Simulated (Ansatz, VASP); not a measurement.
# BN: VASP beside Ansatz, part 2 of 2

Aim: how closely do two programs agree when they are given the same cell, functional and k mesh? The cell is taken from a series of runs on this material, whose earlier steps may have relaxed, scaled, displaced or heated it; both programs get it as it stands.

VASP 6.6.1 and Ansatz 0.2.0.

So far: Set-up; Ansatz: zone-centre phonons, PBE.

## (3) VASP: zone-centre phonons, PBE

Level of this step: PBE; plane waves and PAW (B, N) (VASP).

The same cell, functional and mesh now go to VASP, with its own data sets.

Lines of VASP's logs that name or quote its potential files are left out, and so is its time.

File INCAR:

```
SYSTEM = BN
PREC = Accurate
ENCUT = 600
EDIFF = 1E-08
NELM = 120
ISMEAR = 0
SIGMA = 0.01
LREAL = .FALSE.
ALGO = Normal
GGA = PE
NBANDS = 14
LORBIT = 11
LWAVE = .FALSE.
LCHARG = .FALSE.
ISIF = 2
IBRION = 8
LASPH = .TRUE.
GGA_COMPAT = .FALSE.
EFERMI = MIDGAP
KPAR = 2
```

File POSCAR:

```
BN
1.0
    2.5121554054      0.0000000000      0.0000000000
   -1.2560777027      2.1755903993      0.0000000000
    0.0000000000      0.0000000000      8.4986495485
B N
2 2
Direct
    0.3333333333      0.6666666667      0.2500000000
    0.6666666667      0.3333333333      0.7500000000
    0.3333333333      0.6666666667      0.7500000000
    0.6666666667      0.3333333333      0.2500000000
```

File KPOINTS:

```
Automatic mesh
0
Gamma
9 9 4
0 0 0
```

Potentials, in the order of the species: B and N (PBE family, release 64).

Command:

```console
$ mpirun -np 2 vasp_std
```

Numbers of over 12 decimals in the logs are rounded to 6 here.

The program printed:

```text
[banner, memory and clock lines left out]
running    2 mpi-ranks, on    1 nodes
 distrk:  each k-point on    1 cores,    2 groups
 distr:  one band on    1 cores,    1 groups

 POSCAR found type information on POSCAR B N
 POSCAR found :  2 types and       4 ions
 LDA part: xc-table for (Slater+PW92), standard interpolation
 POSCAR, INCAR and KPOINTS ok, starting setup
 FFT: planning ... GRIDC
 FFT: planning ... GRID_SOFT
 FFT: planning ... GRID
 WAVECAR not read
 entering main loop
       N       E                     dE             d eps       ncg     rms          rms(c)
DAV:   1     0.765281333049E+02    0.76528E+02   -0.84955E+03  1008   0.114E+03
DAV:   2    -0.331134074402E+02   -0.10964E+03   -0.96880E+02  1426   0.258E+02
DAV:   3    -0.388776433678E+02   -0.57642E+01   -0.57183E+01  1332   0.621E+01
DAV:   4    -0.389462277634E+02   -0.68584E-01   -0.68537E-01  1212   0.718E+00
DAV:   5    -0.389472855005E+02   -0.10577E-02   -0.10575E-02  1326   0.892E-01    0.112E+01
DAV:   6    -0.356478595430E+02    0.32994E+01   -0.68574E+00  1242   0.212E+01    0.499E+00
DAV:   7    -0.353230780617E+02    0.32478E+00   -0.55306E-01  1242   0.591E+00    0.313E+00
DAV:   8    -0.352153586115E+02    0.10772E+00   -0.35355E-01  1194   0.405E+00    0.520E-01
DAV:   9    -0.352117426947E+02    0.36159E-02   -0.20422E-02  1164   0.119E+00    0.203E-01
DAV:  10    -0.352137321132E+02   -0.19894E-02   -0.18170E-03  1038   0.366E-01    0.414E-02
DAV:  11    -0.352139605596E+02   -0.22845E-03   -0.20714E-04  1206   0.135E-01    0.310E-02
DAV:  12    -0.352139699983E+02   -0.94386E-05   -0.41529E-05  1110   0.537E-02    0.455E-03
DAV:  13    -0.352139705725E+02   -0.57417E-06   -0.24393E-06  1362   0.125E-02    0.138E-03
DAV:  14    -0.352139707793E+02   -0.20679E-06   -0.25338E-07  1098   0.444E-03    0.585E-04
DAV:  15    -0.352139707766E+02    0.26496E-08   -0.27862E-09  1044   0.580E-04
   1 F= -.35213971E+02 E0= -.35213971E+02  d E =0.000000E+00
 Linear response reoptimize wavefunctions to high precision
DAV:   1    -0.352139707729E+02    0.37332E-08   -0.26979E-09  1132   0.400E-04
DAV:   2    -0.352139707729E+02   -0.59572E-10   -0.89037E-11   732   0.106E-04
 Linear response DOF=           4
 Linear response progress:
  Degree of freedom:   1/  4
       N       E                     dE             d eps       ncg     rms          rms(c)
RMM:   1    -0.528992818573E-01   -0.52899E-01   -0.49701E-02  7915   0.158E+00
RMM:   2    -0.422060451307E-01    0.10693E-01   -0.10151E-02  5753   0.393E-01    0.205E-01
RMM:   3    -0.409639720667E-01    0.12421E-02    0.19947E-03  5777   0.132E-01    0.113E-01
RMM:   4    -0.411965418509E-01   -0.23257E-03    0.27338E-03  5479   0.136E-01    0.127E-02
RMM:   5    -0.415007219784E-01   -0.30418E-03   -0.13097E-04  6041   0.205E-02    0.186E-03
RMM:   6    -0.414878551960E-01    0.12867E-04   -0.14842E-05  6203   0.244E-03    0.829E-04
RMM:   7    -0.414800518639E-01    0.78033E-05   -0.25558E-05  6059   0.146E-03    0.980E-05
RMM:   8    -0.414800975256E-01   -0.45662E-07   -0.59976E-07  6369   0.192E-04    0.584E-05
RMM:   9    -0.414799066645E-01    0.19086E-06   -0.12722E-06  6063   0.985E-05    0.124E-05
RMM:  10    -0.414799168227E-01   -0.10158E-07   -0.12523E-06  6340   0.236E-05    0.312E-06
RMM:  11    -0.414799471689E-01   -0.30346E-07   -0.17045E-06  5870   0.910E-06    0.938E-07
RMM:  12    -0.414799536255E-01   -0.64567E-08   -0.18169E-06  5549   0.360E-06    0.311E-07
RMM:  13    -0.414799562643E-01   -0.26387E-08   -0.18057E-06  3576   0.210E-06    0.140E-07
RMM:  14    -0.414799510818E-01    0.51825E-08   -0.17858E-06  3047   0.203E-06    0.139E-08
 first order change of Fermi-energy  -0.60026E-04
 force on displaced ion       1 direction 1 : -40.325   0.007   0.000
 Linear response progress:
  Degree of freedom:   2/  4
       N       E                     dE             d eps       ncg     rms          rms(c)
RMM:   1    -0.494028484436E-01   -0.49403E-01    0.40278E-02  2413   0.127E+00
RMM:   2    -0.499309388019E-01   -0.52809E-03   -0.90732E-04  2003   0.210E-01    0.142E-01
RMM:   3    -0.496391901262E-01    0.29175E-03   -0.84941E-05  2049   0.556E-02    0.848E-02
RMM:   4    -0.494520693863E-01    0.18712E-03   -0.11128E-04  1954   0.626E-02    0.844E-03
RMM:   5    -0.493364845364E-01    0.11558E-03   -0.26330E-05  1927   0.212E-02    0.267E-03
RMM:   6    -0.493191501815E-01    0.17334E-04   -0.49177E-06  2038   0.724E-03    0.114E-03
RMM:   7    -0.493279804330E-01   -0.88303E-05   -0.12663E-06  2010   0.273E-03    0.450E-04
RMM:   8    -0.493316727689E-01   -0.36923E-05   -0.44128E-07  2073   0.120E-03    0.816E-05
RMM:   9    -0.493323907468E-01   -0.71798E-06   -0.65749E-08  2116   0.167E-04    0.357E-05
RMM:  10    -0.493324857945E-01   -0.95048E-07    0.24800E-08  2089   0.110E-04    0.922E-06
RMM:  11    -0.493324993574E-01   -0.13563E-07   -0.61528E-09  2296   0.189E-05    0.308E-06
RMM:  12    -0.493324994036E-01   -0.46242E-10   -0.47753E-09  2219   0.911E-06    0.675E-07
 first order change of Fermi-energy   0.21123E-04
 force on displaced ion       1 direction 3 :   0.000  -0.000 -13.980
 Linear response progress:
  Degree of freedom:   3/  4
       N       E                     dE             d eps       ncg     rms          rms(c)
RMM:   1    -0.237764498028E+00   -0.23776E+00    0.17574E-01  6679   0.332E+00
RMM:   2    -0.232572911800E+00    0.51916E-02   -0.62622E-03  5622   0.582E-01    0.269E-01
RMM:   3    -0.233486668485E+00   -0.91376E-03   -0.97863E-04  5453   0.230E-01    0.144E-01
RMM:   4    -0.235968694656E+00   -0.24820E-02   -0.60120E-04  5117   0.212E-01    0.259E-02
RMM:   5    -0.236074272947E+00   -0.10558E-03   -0.27833E-04  6120   0.441E-02    0.160E-03
RMM:   6    -0.236045762082E+00    0.28511E-04   -0.91955E-08  6329   0.441E-03    0.105E-03
RMM:   7    -0.236036555240E+00    0.92068E-05   -0.47768E-06  6097   0.146E-03    0.303E-04
RMM:   8    -0.236041349636E+00   -0.47944E-05   -0.62389E-06  5888   0.469E-04    0.458E-05
RMM:   9    -0.236042227028E+00   -0.87739E-06    0.48612E-06  6199   0.159E-04    0.163E-05
RMM:  10    -0.236041857815E+00    0.36921E-06    0.50905E-06  6332   0.388E-05    0.409E-06
RMM:  11    -0.236041834919E+00    0.22896E-07    0.56057E-06  6119   0.116E-05    0.143E-06
RMM:  12    -0.236041862389E+00   -0.27470E-07    0.52200E-06  5540   0.775E-06    0.133E-07
RMM:  13    -0.236041843640E+00    0.18748E-07    0.53169E-06  3953   0.619E-06    0.859E-08
 first order change of Fermi-energy   0.96237E-04
 force on displaced ion       3 direction 1 : -40.324   0.003   0.000
 Linear response progress:
  Degree of freedom:   4/  4
       N       E                     dE             d eps       ncg     rms          rms(c)
RMM:   1    -0.271320086139E+00   -0.27132E+00    0.17172E-01  2161   0.298E+00
RMM:   2    -0.272473788003E+00   -0.11537E-02   -0.26775E-03  1895   0.355E-01    0.192E-01
RMM:   3    -0.272653952190E+00   -0.18016E-03   -0.16317E-03  1905   0.240E-01    0.863E-02
RMM:   4    -0.273646930308E+00   -0.99298E-03   -0.86011E-04  1964   0.164E-01    0.144E-02
RMM:   5    -0.273503369037E+00    0.14356E-03   -0.18649E-05  2013   0.326E-02    0.230E-03
RMM:   6    -0.273527308175E+00   -0.23939E-04   -0.91015E-07  2145   0.563E-03    0.746E-04
RMM:   7    -0.273518514154E+00    0.87940E-05   -0.10325E-07  2027   0.266E-03    0.212E-04
RMM:   8    -0.273519151831E+00   -0.63768E-06   -0.10972E-08  2133   0.658E-04    0.106E-04
RMM:   9    -0.273518775372E+00    0.37646E-06    0.10444E-08  2152   0.246E-04    0.242E-05
RMM:  10    -0.273518608993E+00    0.16638E-06    0.31953E-08  2235   0.499E-05    0.643E-06
RMM:  11    -0.273518707458E+00   -0.98465E-07    0.10613E-08  2101   0.179E-05    0.151E-06
RMM:  12    -0.273518689263E+00    0.18195E-07    0.26580E-09  2096   0.762E-06    0.440E-07
RMM:  13    -0.273518682807E+00    0.64561E-08   -0.29783E-09  1596   0.438E-06    0.137E-07
 first order change of Fermi-energy   0.18671E-04
 force on displaced ion       3 direction 3 :  -0.000   0.000 -13.983
 Linear response finished
```

Parts of OUTCAR (step 3):

```text
ion  position               nearest neighbor table
   1  0.333  0.667  0.250-   4 1.45   4 1.45   4 1.45
   2  0.667  0.333  0.750-   3 1.45   3 1.45   3 1.45
   3  0.333  0.667  0.750-   2 1.45   2 1.45   2 1.45
   4  0.667  0.333  0.250-   1 1.45   1 1.45   1 1.45

  LATTYP: Found a hexagonal cell.
 ALAT       =     2.5121554054
 C/A-ratio  =     3.3830110710

 Subroutine GETGRP returns: Found 24 space group operations
 (whereof 12 operations were pure point group operations)

The static configuration has the point symmetry D_3d.
 The point group associated with its full space group is D_6h.

 Found     36 irreducible k-points:

   k-points           NKPTS =     36   k-points in BZ     NKDIM =     36   number of bands    NBANDS=     14

   dimension x,y,z NGX =    20 NGY =   20 NGZ =   70
   dimension x,y,z NGXF=    40 NGYF=   40 NGZF=  140

   ENCUT  =  600.0 eV  44.10 Ry    6.64 a.u.   5.02  5.02 16.97*2*pi/ulx,y,z

   NELECT =      16.0000    total number of electrons

 k-points in reciprocal lattice and weights: Automatic mesh
   0.00000000  0.00000000  0.00000000       0.003
   0.11111111 -0.00000000  0.00000000       0.019
   0.22222222 -0.00000000  0.00000000       0.019
   0.33333333 -0.00000000  0.00000000       0.019
   0.44444444 -0.00000000  0.00000000       0.019
   0.11111111  0.11111111  0.00000000       0.019
   0.22222222  0.11111111  0.00000000       0.037
   0.33333333  0.11111111  0.00000000       0.037
   0.44444444  0.11111111  0.00000000       0.019
[...]
0.33333333  0.22222222  0.50000000       0.037
   0.33333333  0.33333333  0.50000000       0.006

 average (electrostatic) potential at core
       1 -30.8185       2 -30.8185       3 -66.7245       4 -66.7245

  Total       -0.0089511     -0.0089511     -0.0591114      0.0000000     -0.0000000      0.0000000
  in kB       -0.3087563     -0.3087563     -2.0389573      0.0000000     -0.0000000      0.0000000
  external PRESSURE =      -0.8854900 kB  Pullay stress =       0.0000000 kB

  energy-cutoff  :      600.00
  volume of cell :       46.45
      direct lattice vectors                 reciprocal lattice vectors
     2.512155405  0.000000000  0.000000000     0.398064546  0.229822673  0.000000000
    -1.256077703  2.175590399  0.000000000     0.000000000  0.459645345  0.000000000
     0.000000000  0.000000000  8.498649548     0.000000000  0.000000000  0.117665753

 POSITION                                       TOTAL-FORCE (eV/Angst)
 -----------------------------------------------------------------------------------
     -0.00000      1.45039      2.12466         0.000000     -0.000000      0.000000
      1.25608      0.72520      6.37399        -0.000000      0.000000      0.000000
     -0.00000      1.45039      6.37399         0.000000     -0.000000      0.000000
      1.25608      0.72520      2.12466        -0.000000      0.000000      0.000000
 -----------------------------------------------------------------------------------
    total drift:                               -0.000000      0.000000      0.000000

 Eigenvectors and eigenvalues of the dynamical matrix
 ----------------------------------------------------

   1 f  =   40.202092 THz   252.597195 2PiTHz 1340.997452 cm-1   166.262419 meV
             X         Y         Z           dx          dy          dz
     -0.000000  1.450394  2.124662    -0.531177    0.000001    0.000000
      1.256078  0.725197  6.373987     0.531177   -0.000001    0.000000
     -0.000000  1.450394  6.373987    -0.466746    0.000001   -0.000000
      1.256078  0.725197  2.124662     0.466746   -0.000001   -0.000000

   2 f  =   40.202092 THz   252.597195 2PiTHz 1340.997452 cm-1   166.262419 meV
             X         Y         Z           dx          dy          dz
     -0.000000  1.450394  2.124662     0.000001    0.531177    0.000000
      1.256078  0.725197  6.373987    -0.000001   -0.531177    0.000000
     -0.000000  1.450394  6.373987     0.000001    0.466746   -0.000000
      1.256078  0.725197  2.124662    -0.000001   -0.466746   -0.000000

   3 f  =   40.184638 THz   252.487530 2PiTHz 1340.415256 cm-1   166.190236 meV
             X         Y         Z           dx          dy          dz
     -0.000000  1.450394  2.124662     0.531167   -0.000001    0.000000
      1.256078  0.725197  6.373987     0.531167   -0.000001   -0.000000
     -0.000000  1.450394  6.373987    -0.466756    0.000001    0.000000
      1.256078  0.725197  2.124662    -0.466756    0.000001    0.000000

   4 f  =   40.184638 THz   252.487530 2PiTHz 1340.415255 cm-1   166.190236 meV
             X         Y         Z           dx          dy          dz
     -0.000000  1.450394  2.124662    -0.000001   -0.531167   -0.000000
      1.256078  0.725197  6.373987    -0.000001   -0.531167    0.000000
     -0.000000  1.450394  6.373987     0.000001    0.466756    0.000000
      1.256078  0.725197  2.124662     0.000001    0.466756   -0.000000

   5 f  =   24.034613 THz   151.013928 2PiTHz  801.708400 cm-1    99.399128 meV
             X         Y         Z           dx          dy          dz
     -0.000000  1.450394  2.124662    -0.000000   -0.000000    0.531132
      1.256078  0.725197  6.373987    -0.000000   -0.000000   -0.531132
     -0.000000  1.450394  6.373987     0.000000    0.000000    0.466797
      1.256078  0.725197  2.124662    -0.000000   -0.000000   -0.466797

   6 f  =   23.284953 THz   146.303675 2PiTHz  776.702432 cm-1    96.298785 meV
             X         Y         Z           dx          dy          dz
     -0.000000  1.450394  2.124662    -0.000000    0.000000   -0.531217
      1.256078  0.725197  6.373987    -0.000000   -0.000000   -0.531217
     -0.000000  1.450394  6.373987     0.000000    0.000000    0.466700
      1.256078  0.725197  2.124662    -0.000000    0.000000    0.466700

   7 f  =    0.639725 THz     4.019508 2PiTHz   21.338915 cm-1     2.645687 meV
             X         Y         Z           dx          dy          dz
     -0.000000  1.450394  2.124662    -0.000000    0.000000   -0.466797
      1.256078  0.725197  6.373987    -0.000000    0.000000    0.466797
     -0.000000  1.450394  6.373987    -0.000000    0.000000    0.531132
      1.256078  0.725197  2.124662    -0.000000    0.000000   -0.531132

   8 f/i=    0.000261 THz     0.001642 2PiTHz    0.008715 cm-1     0.001081 meV
             X         Y         Z           dx          dy          dz
     -0.000000  1.450394  2.124662    -0.263795    0.385063   -0.000000
      1.256078  0.725197  6.373987    -0.263795    0.385063   -0.000000
     -0.000000  1.450394  6.373987    -0.300198    0.438201   -0.000000
      1.256078  0.725197  2.124662    -0.300198    0.438201   -0.000000

   9 f/i=    0.000261 THz     0.001642 2PiTHz    0.008715 cm-1     0.001081 meV
             X         Y         Z           dx          dy          dz
     -0.000000  1.450394  2.124662    -0.385063   -0.263795    0.000000
      1.256078  0.725197  6.373987    -0.385063   -0.263795    0.000000
     -0.000000  1.450394  6.373987    -0.438201   -0.300198    0.000000
      1.256078  0.725197  2.124662    -0.438201   -0.300198    0.000000

  10 f/i=    0.002336 THz     0.014680 2PiTHz    0.077935 cm-1     0.009663 meV
             X         Y         Z           dx          dy          dz
     -0.000000  1.450394  2.124662     0.000000    0.000000    0.466700
      1.256078  0.725197  6.373987     0.000000    0.000000    0.466700
     -0.000000  1.450394  6.373987     0.000000    0.000000    0.531217
      1.256078  0.725197  2.124662     0.000000    0.000000    0.531217

  11 f/i=    0.178087 THz     1.118956 2PiTHz    5.940357 cm-1     0.736510 meV
             X         Y         Z           dx          dy          dz
     -0.000000  1.450394  2.124662    -0.187282    0.427524   -0.000000
      1.256078  0.725197  6.373987     0.187282   -0.427524   -0.000000
     -0.000000  1.450394  6.373987     0.213135   -0.486541   -0.000000
      1.256078  0.725197  2.124662    -0.213135    0.486541   -0.000000

  12 f/i=    0.178087 THz     1.118956 2PiTHz    5.940357 cm-1     0.736510 meV
             X         Y         Z           dx          dy          dz
     -0.000000  1.450394  2.124662    -0.427524   -0.187282    0.000000
      1.256078  0.725197  6.373987     0.427524    0.187282    0.000000
     -0.000000  1.450394  6.373987     0.486541    0.213135    0.000000
      1.256078  0.725197  2.124662    -0.486541   -0.213135    0.000000

 ELASTIC MODULI CONTR FROM IONIC RELAXATION (kBar)
 Direction    XX          YY          ZZ          XY          YZ          ZX
 --------------------------------------------------------------------------------
 XX        -226.8100    226.8100      0.0000      0.0000      0.0000      0.0000
 YY         226.8100   -226.8100     -0.0000     -0.0000      0.0000      0.0000
 ZZ           0.0000     -0.0000     -0.0000     -0.0000      0.0000      0.0000
 XY           0.0000     -0.0000     -0.0000   -226.8100      0.0000      0.0000
 YZ           0.0000      0.0000      0.0000      0.0000      0.0000      0.0000
 ZX           0.0000      0.0000      0.0000      0.0000      0.0000      0.0000
 --------------------------------------------------------------------------------
```

## (4) Side by side

Known differences besides the potentials themselves: fixed occupations in Ansatz, narrow Gaussian smearing in VASP; VASP's run holds the zone centre alone; the cutoff is 420 eV in Ansatz and 600 eV in VASP. Total energies have different zeros and are not compared.

Both answers:

| quantity | Ansatz | VASP | difference |
| --- | --- | --- | --- |
| optical mode 1 to 2 (imaginary, printed as negative) (cm⁻¹) | 11.6 | -5.9 | +17.5 |
| optical mode 3 (cm⁻¹) | 24.3 | 21.3 | +3.0 |
| optical mode 4 (cm⁻¹) | 775.4 | 776.7 | -0.17 % |
| optical mode 5 (cm⁻¹) | 800.3 | 801.7 | -0.18 % |
| optical mode 6 to 7 (cm⁻¹) | 1342.2 | 1340.4 | +0.13 % |
| optical mode 8 to 9 (cm⁻¹) | 1342.2 | 1341.0 | +0.09 % |

Modes are paired by rising frequency, not by their patterns, so a pair may set unlike modes beside each other; they are those without the splitting of longitudinal modes.

## (5) Outcome

| Property | Result |
| --- | --- |
| r.m.s. difference of the optical zone-centre modes, each program's sorted by frequency (zone-centre phonons, PBE) | 8.4 cm⁻¹ |

**Reading.** The r.m.s. difference of the optical zone-centre modes, each program's sorted by frequency is 8.4 cm⁻¹ (zone-centre phonons, PBE). What causes the difference of the zone-centre phonons, PBE pair stays open here. Such differences can come from data sets, numerical settings and the points named under the comparisons, not from the functional's error against experiment.

[Lines on the potential files, build, host, timing and source positions are cut from VASP's logs without a mark.]

[Logs are printed without paths, hosts, clocks, repeated set-up lines and the standing remarks that a program may print on its own settings, such as how far it seeks lower states.]

[Hosts, paths, dates, database ids (printed as entryN), source tags and the programs' standing remarks are cut or masked in the printed files.]
